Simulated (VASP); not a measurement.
OSZICAR of a VASP run on BN (wurtzite):

File OSZICAR:
```
       N       E                     dE             d eps       ncg     rms          rms(c)
DAV:   1     0.564593049396E+02    0.56459E+02   -0.98116E+03  4136   0.150E+03
DAV:   2    -0.415664598129E+02   -0.98026E+02   -0.90978E+02  5812   0.322E+02
DAV:   3    -0.447505383175E+02   -0.31841E+01   -0.31694E+01  5476   0.575E+01
DAV:   4    -0.447710376695E+02   -0.20499E-01   -0.20477E-01  5172   0.477E+00
DAV:   5    -0.447712766938E+02   -0.23902E-03   -0.23895E-03  5372   0.479E-01    0.935E+00
DAV:   6    -0.381754069959E+02    0.65959E+01   -0.33227E+00  5244   0.162E+01    0.532E+00
DAV:   7    -0.382152682789E+02   -0.39861E-01   -0.80216E-01  4744   0.994E+00    0.249E+00
DAV:   8    -0.394803998195E+02   -0.12651E+01   -0.91343E-01  4500   0.101E+01    0.159E+00
DAV:   9    -0.380657659061E+02    0.14146E+01   -0.40109E-01  4240   0.780E+00    0.330E-01
DAV:  10    -0.382580295753E+02   -0.19226E+00   -0.69327E-02  4452   0.311E+00    0.155E-01
DAV:  11    -0.382630032982E+02   -0.49737E-02   -0.60196E-03  4968   0.100E+00    0.153E-01
DAV:  12    -0.382632248467E+02   -0.22155E-03   -0.32852E-03  5000   0.575E-01    0.965E-02
DAV:  13    -0.382662990038E+02   -0.30742E-02   -0.11426E-03  4488   0.407E-01    0.442E-02
DAV:  14    -0.382664438977E+02   -0.14489E-03   -0.11778E-04  5220   0.127E-01    0.541E-03
DAV:  15    -0.382664462593E+02   -0.23616E-05   -0.53035E-06  5044   0.305E-02    0.391E-03
DAV:  16    -0.382664465870E+02   -0.32773E-06   -0.28717E-07  4600   0.825E-03    0.390E-03
DAV:  17    -0.382664489408E+02   -0.23538E-05   -0.13408E-06  4704   0.122E-02    0.241E-03
DAV:  18    -0.382664490915E+02   -0.15068E-06   -0.19639E-07  3312   0.504E-03    0.834E-04
DAV:  19    -0.382664491204E+02   -0.28987E-07   -0.18128E-08  2488   0.182E-03
   1 F= -.38266449E+02 E0= -.38266449E+02  d E =-.649109E-11
```

Problem. Which electronic solver shows in the log?

Solution. It is blocked Davidson (ALGO = Normal, or the opening steps of other solvers). The INCAR had ALGO = Normal.

Problem. Can the final energy be trusted as converged?

Solution. The calculation finished and met its thresholds. It stopped with EDIFF = 1E-7, NELM = 100 (r2SCAN meta-GGA, plane waves, VASP's PBE PAW potentials (set 64)).

The compound is BN in the wurtzite structure, a metastable high-pressure form. This cell was strained or had an atom moved on purpose.
